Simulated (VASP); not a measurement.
```
NiRu3
1.0
    0.00000     3.21381     3.21381
    3.21381     0.00000     3.21381
    3.21381     3.21381     0.00000
Ni Ru
1 3
Direct
  0.00000   0.00000   0.00000
  0.50000   0.50000   0.50000
  0.25000   0.25000   0.25000
  0.75000   0.75000   0.75000
```
Starting moments (μB, in the order of the record's atoms Ni Ru Ru Ru): 2.0 0.0 0.0 0.0.

Calculation: PBE GGA, VASP's PBE PAW potentials (set 64) (plane waves; VASP 6.6.1). Run with 300 eV cut-off, 5×5×5 Γ-centred mesh, Gaussian smearing of 0.27 eV, potentials Ni Ru_pv.

At this cut-off the stress carries a Pulay error, which pulls relaxed volumes low.

Task: Predict the cell moment, energy per atom (σ→0), pressure, band gap (on the k-mesh) with the smallest direct gap where there is one.

Result: 
The band gap (on the k-mesh) is none (metal, semimetal or under 0.01 eV), the cell moment comes out as 3.22 μB and the energy per atom (σ→0) comes out as -7.466 eV/atom. The pressure comes out as -30.80 GPa.

Task: Give the moment on each site (PAW-sphere projection).

Result: 
| site | moment (μB) |
|---|---|
| Ni1 | 0.63 |
| Ru2 | 1.21 |
| Ru3 | 0.66 |
| Ru4 | 0.66 |

The absolute energy has meaning only against runs of the same code, potentials and settings.

The structure was generated: NiRu3 was put into an ordered model structure, which need not be its known phase. The cell was not relaxed at this level. The k-mesh is coarse (spacing up to 0.34 per Å, 2π included), so the numbers may not be converged in it.
